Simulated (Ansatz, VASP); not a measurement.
**Cross-check of SiC (Moissanite 3C) between VASP and Ansatz**

Aim: how closely do two programs agree when they are given the same cell, functional and k mesh? The cell is taken from a series of runs on this material, whose earlier steps may have relaxed, scaled, displaced or heated it; both programs get it as it stands.

Method: plane waves, with VASP 6.6.1 beside it; G0W0 gap at r2SCAN, in Ansatz 0.2.0.

## (1) The structure

The structure is cubic, space group F-43m (No. 216). Conventional cell: a = 4.358 Å, b = 4.358 Å, c = 4.358 Å, α = 90.00°, β = 90.00°, γ = 90.00°. Nearest to Si lie 4 C at 1.89 Å. Nearest to C lie 4 Si at 1.89 Å. Farther neighbours are not listed.

## (2) Ansatz: G0W0 gap, r2SCAN

Ansatz runs on its PAW soft_1 files.

Quasiparticle shifts depend on high empty states and on the cores, so they are the hardest test of two PAW sets.

File input.yaml:

```yaml
crystal:
  lattice:
    - [0.0, 2.179, 2.179]
    - [2.179, 0.0, 2.179]
    - [2.179, 2.179, 0.0]
  atoms:
    - { symbol: Si, position: [0.0, 0.0, 0.0] }
    - { symbol: C, position: [0.25, 0.25, 0.25] }
kpoints:
  mp_grid: { grid: [6, 6, 6] }
hamiltonian:
  xc: r2scan
  pseudopotentials: { kind: paw, azcp: { folder: soft_1 } }
scf:
  occupations: { method: fixed }
gw:
  n_empty_bands: 46
  ecut_chi: 100
  qp_bands: [v2, c2]
  qp_kpoints: band_edges
  screening: { model: contour_deformation }
```

Run with:

```
$ ansatz run input.yaml --threads 3 --pin off --max-ram 92160MiB --backend cuda --events-out ev --progress --plain --runs-dir out --devices 1 --max-vram 13GiB
```

Numbers of over 12 decimals in the logs are rounded to 6 here.

Log:

```text
GPUs: using 1 of 1 available (devices: 1).
Engine: ansatz 0.2.0, x86_64-unknown-linux-gnu
Pseudopotentials: kind: paw
Pseudopotential: Si, paw, valence charge 4, recommended cutoff 500 eV (meta_gga), soft_1/Si.paw.azcp
Pseudopotential: C, paw, valence charge 4, recommended cutoff 500 eV (meta_gga), soft_1/C.paw.azcp
Functional definition: r2SCAN
  parameter k0 = 0.174
  parameter k1 = 0.065
  parameter a1 = 4.9479
  exchange = r2scan_x(k0 = k0, k1 = k1, a1 = a1)
  correlation = r2scan_c
device memory: the entry about to start is reckoned to put 0.4 GiB on a device that reports 29.0 GiB free (of which the cap on the GPU budget leaves the run 13.0 GiB)
GPU FFT provider: cuFFT
GPU libraries: cuBLAS 13.8.2, cuFFT 12.4.0, cuSOLVER 12.3.4
Crystal: 2 atoms, lattice volume = 20.692 Å³
Basis set: ecut = 500 eV, 531 PW (Γ), exchange–correlation on 96×96×96 points (64 copies of the dense FFT grid, shifted against one another)
Bands: 8, of which v1, the nominal top of the filled ones, is band 4 counted from 1 (3 counted from 0)
Symmetry: 24 space group operations
Space group: F-43m (ITA 216), of the structure as read, at distance tolerance 2.7e-5 Å
k-points: 16 of 216 (time reversal used)
Non-local potential: Si, projectors of the file, l = 0: 2, l = 1: 2, l = 2: 1
Non-local potential: C, projectors of the file, l = 0: 2, l = 1: 2, l = 2: 1
PAW form: soft (Blöchl's): semilocal exchange-correlation on the pseudo side does not see the compensation charge
PAW frozen core: Si, regenerated for the run's functional (the file was generated under x = pbe(κ = 0.804, μ = 0.219515), c = pbe(β = 0.066725))
PAW frozen core: C, regenerated for the run's functional (the file was generated under x = pbe(κ = 0.804, μ = 0.219515), c = pbe(β = 0.066725))
PAW one-centre angular grid: Si, 302 points (default); XC on 160 Gauss nodes
PAW one-centre angular grid: C, 302 points (default); XC on 219 of its mesh's 2255 points in the sphere
Initial density: superposition of atomic densities (chi_scale 0.1, normalization cell, long waves kept (reshape's long-wave potential 0.00 eV rms))
Initial wavefunctions: pseudopotential atomic-orbital guess
GPU buffer pool allocated for 13824 grid points (all kernels)
GPU transforms: local potential and band sums: pruned to the plane-wave sphere, on 24×24×24
Functional: x = r2scan, c = r2scan; τ floored in thin density (d = 2e-4 eV/Å³)
SCF iter   1: F=—  HF=-892.419199 eV  |F-HF|=—  |Δ(HF+E_count)|=         —  Δρ=1.33e-1  dr2=4.52e0  dr2_τ=5.17e-1  ethr=3.10e-3  ⟨swp⟩=4.4  Hψ=900  notcnv=0  defer=17
preconditioner: auto → none  [insulator: Δε(μ)=3.255 eV  Ē_g=15.660 eV  n_scr=0 (ndim 8)  ℏωp=23.1 eV  f_vac=0.000  ε∞_Penn≈3.2]
SCF iter   2: F=—  HF=-891.274441 eV  |F-HF|=—  |Δ(HF+E_count)|=    1.14e0  Δρ=4.38e-2  dr2=2.00e-1  dr2_τ=1.02e-1  ethr=3.10e-3  ⟨swp⟩=3.1  Hψ=405  notcnv=0  defer=25
SCF iter   3: F=—  HF=-891.310309 eV  |F-HF|=—  |Δ(HF+E_count)|=   3.59e-2  Δρ=2.03e-2  dr2=4.48e-2  dr2_τ=1.42e-3  ethr=2.50e-3  ⟨swp⟩=2.0  Hψ=293  notcnv=0  defer=27
SCF iter   4: F=—  HF=-891.319927 eV  |F-HF|=—  |Δ(HF+E_count)|=   9.62e-3  Δρ=4.21e-3  dr2=1.73e-3  dr2_τ=5.12e-5  ethr=5.60e-4  ⟨swp⟩=2.1  Hψ=168  notcnv=0  defer=27
SCF iter   5: F=—  HF=-891.320558 eV  |F-HF|=—  |Δ(HF+E_count)|=   6.30e-4  Δρ=6.33e-4  dr2=3.92e-5  dr2_τ=8.45e-7  ethr=2.16e-5  ⟨swp⟩=3.0  Hψ=222  notcnv=0  defer=27
SCF iter   6: F=—  HF=-891.320575 eV  |F-HF|=—  |Δ(HF+E_count)|=   1.76e-5  Δρ=4.64e-5  dr2=2.63e-7  dr2_τ=5.27e-9  ethr=4.90e-7  ⟨swp⟩=2.0  Hψ=192  notcnv=0  defer=8
SCF iter   7: F=-891.320575 eV  HF=-891.320575 eV  |F-HF|=6.92e-11  |Δ(HF+E_count)|=   6.40e-8  Δρ=1.81e-6  dr2=5.83e-10  dr2_τ=3.52e-11  ethr=1.25e-9  ⟨swp⟩=4.4  Hψ=692  notcnv=0
SCF 1 converged in 7 iterations: F = -891.320575 eV  dr2 = 5.83e-10
  greatest PAW one-centre occupation: 0.658 electrons in one spin orbital (limit 2), on the C atom at site 1 (counted from 0), in its partial waves of l = 0
device memory: the entry about to start is reckoned to put 0.5 GiB on a device that reports 33.1 GiB free (of which the cap on the GPU budget leaves the run 13.0 GiB)
NSCF: frozen V_eff on 16 k-points, pencils in batches of 32, up to order 32
the band table was solved once the SCF had ended and its energy, with any forces and stress, was formed, with the checks that follow a solve (1082 applications of the Hamiltonian). They found nothing against the state; the energy, forces and stress were not computed again (output.eigenvalues in the input reference)
device memory: the entry about to start is reckoned to put 1.5 GiB on a device that reports 34.0 GiB free (of which the cap on the GPU budget leaves the run 13.0 GiB)
NSCF: frozen V_eff on 16 k-points
G₀W₀ screening: q 1/16
[... further progress lines ...]
device memory: the entry about to start is reckoned to put 0.3 GiB on a device that reports 32.3 GiB free (of which the cap on the GPU budget leaves the run 13.0 GiB)
NSCF: frozen V_eff on 1 k-points
device memory: the entry about to start is reckoned to put 0.3 GiB on a device that reports 32.4 GiB free (of which the cap on the GPU budget leaves the run 13.0 GiB)
NSCF: frozen V_eff on 1 k-points
SCF converged after 7 iterations
Free energy (F): -891.320575 eV
Harris-Foulkes:  -891.320575 eV  (|F-HF|=6.92e-11)
Internal energy: -891.320575 eV  (E = F + TS)
E sigma→0 (E₀):  -891.320575 eV
Fermi energy:    9.370782 eV
--- Per-component energies (eV) ---
  E_band       = 25.501689
  E_kinetic    = 133.800175
  E_local      = -95.094832  (includes V_loc(G=0)·N_el)
  E_nonlocal   = 43.942343
  E_hartree    = 32.285987
  E_xc         = -101.438657
  E_vxc        = -117.800245  (∫ρ·V_xc dr)
  E_paw        = -619.930619  (= ΣΔE_a)
  E_vpaw       = -9.390814  (= ΣTr[D̂ρ^β])
  E_aug_tail   = 0.000015  (compensation charges beyond the density's cutoff)
  E_vtau       = 5.473303  (kinetic-family band-sum trace: ∫τ·v_τ [+ j·A + Jᵃ·Aᵃ] dr)
  E_ewald      = -284.783780
  E_core_change = -0.101207  (= ΣΔE_core)
  E_smearing   = -0.000000  (= −TS)
  E_closure    = -0.000000  (closes the sum)
  Σ components = -891.320575   (vs F -891.320575, Δ=0.00e0)
--- Band table (eV; the first three rows and the last of 16) ---
  k-point 0: bands = ["-6.8167", "9.3708", "9.3708", "9.3708", "16.1561", "17.2102", "17.2102", "17.2102"]
  k-point 1: bands = ["-6.2588", "6.8980", "9.0248", "9.0248", "16.2619", "17.7578", "17.7578", "18.4078"]
  k-point 2: bands = ["-4.6890", "2.9404", "8.4830", "8.4830", "15.5973", "17.5487", "17.5487", "20.1398"]
  k-point 15: bands = ["-1.5682", "1.8441", "4.6870", "4.8542", "13.7974", "17.0548", "20.9617", "22.4684"]
--- G₀W₀: contour deformation, 6 samples at zero and on the imaginary axis and 2 off it, 216 q-points, 46 empty bands' worth ---
  eigenvalues of the whole cell's RPA ε∞ on this k-mesh (on a slab, of 1 + 4πα/V) = 6.4210, 6.4210, 6.4210; static W/v taken at q = 0 is 0.155738
  gw.qp_kpoints: band_edges: 9 of 16 stored k-points solved, in 1 pass; an edge of the gap read off the rows below is read off those points alone
    valence top: of the k-points left out ik 7 came nearest to being solved in a further pass, in band 4 (counted from 1, as in the quasiparticle table): it holds the edge there only if its correction is more favourable than any solved in that band by at least 1.210 eV; those differ by 0.198 eV
    conduction bottom: of the k-points left out ik 10 came nearest to being solved in a further pass, in band 5 (counted from 1, as in the quasiparticle table): it holds the edge there only if its correction is more favourable than any solved in that band by at least 1.422 eV; those differ by 0.258 eV
    ik  band        ε_KS         Σx   Σc(E_QP)       V_xc       Z   E_QP_lin       E_QP  E_QP is
     0     3      9.3708   -18.3954     2.2428   -15.8851  0.8030     9.1028     9.1033  root
     0     4      9.3708   -18.3954     2.2428   -15.8851  0.8030     9.1028     9.1033  root
     0     5     16.1561    -9.4918    -4.9292   -14.9107  0.7965    16.6481    16.6458  root
     0     6     17.2102    -8.0542    -4.8618   -13.4340  0.8093    17.7305    17.7283  root
     1     3      9.0248   -18.4231     2.3100   -15.8221  0.8018     8.7333     8.7339  root
     1     4      9.0248   -18.4231     2.3100   -15.8221  0.8018     8.7333     8.7339  root
     1     5     16.2619    -8.7441    -4.7955   -14.0035  0.8061    16.7276    16.7258  root
     1     6     17.7578    -7.8600    -5.0305   -13.4102  0.8039    18.2798    18.2775  root
     2     3      8.4830   -18.5728     2.4561   -15.7917  0.7994     8.1572     8.1580  root
     2     4      8.4830   -18.5728     2.4561   -15.7917  0.7994     8.1572     8.1580  root
     2     5     15.5973    -8.8910    -4.6215   -13.9674  0.8124    16.0537    16.0522  root
     2     6     17.5487    -7.0073    -4.9822   -12.4659  0.8073    18.0271    18.0252  root
     3     3      8.2621   -18.6627     2.5239   -15.8018  0.7982     7.9243     7.9251  root
     3     4      8.2621   -18.6627     2.5239   -15.8018  0.7982     7.9243     7.9251  root
     3     5     15.3395    -9.0260    -4.5652   -14.0504  0.8139    15.8002    15.7987  root
     3     6     17.1045    -6.7488    -4.8737   -12.0814  0.8115    17.5651    17.5634  root
     4     3      8.2132   -18.3091     2.4786   -15.4762  0.7987     7.8581     7.8590  root
     4     4      8.2132   -18.3091     2.4786   -15.4762  0.7987     7.8581     7.8590  root
     4     5     15.4292    -7.7626    -4.5704   -12.7024  0.8159    15.7996    15.7985  root
     4     6     17.3175    -8.4589    -5.0444   -14.0357  0.7964    17.8524    17.8499  root
     6     3      6.4882   -18.5576     2.9034   -15.2154  0.7874     6.0476     6.0494  root
     6     4      7.5338   -18.5297     2.6704   -15.4714  0.7948     7.1448     7.1460  root
     6     5     14.6993    -7.0644    -4.4818   -11.8958  0.8189    15.0497    15.0489  root
     6     6     17.8250    -8.1362    -5.0017   -13.6241  0.8004    18.3132    18.3112  root
[...]
9     3      6.6389   -18.5059     2.9060   -15.1573  0.7887     6.1945     6.1963  root
     9     4      6.6389   -18.5059     2.9060   -15.1573  0.7887     6.1945     6.1963  root
     9     5     12.4164    -7.0438    -4.0822   -11.3839  0.8257    12.6748    12.6744  root
     9     6     15.0963    -7.1579    -4.3903   -11.9100  0.8265    15.4590    15.4581  root
    12     3      6.0302   -18.6159     3.0763   -15.0738  0.7838     5.5622     5.5644  root
    12     4      6.0302   -18.6159     3.0763   -15.0738  0.7838     5.5622     5.5644  root
    12     5     11.0777    -7.0200    -3.8121   -11.0636  0.8284    11.3095    11.3091  root
    12     6     14.1867    -7.3814    -4.2311   -11.9437  0.8301    14.5186    14.5180  root
```

(Continued in part 2 of 2.)

[Lines on the potential files, build, host, timing and source positions are cut from VASP's logs without a mark.]

[Logs are printed without paths, hosts, clocks, repeated set-up lines and the standing remarks that a program may print on its own settings, such as how far it seeks lower states.]

[Hosts, paths, dates, database ids (printed as entryN), source tags and the programs' standing remarks are cut or masked in the printed files.]
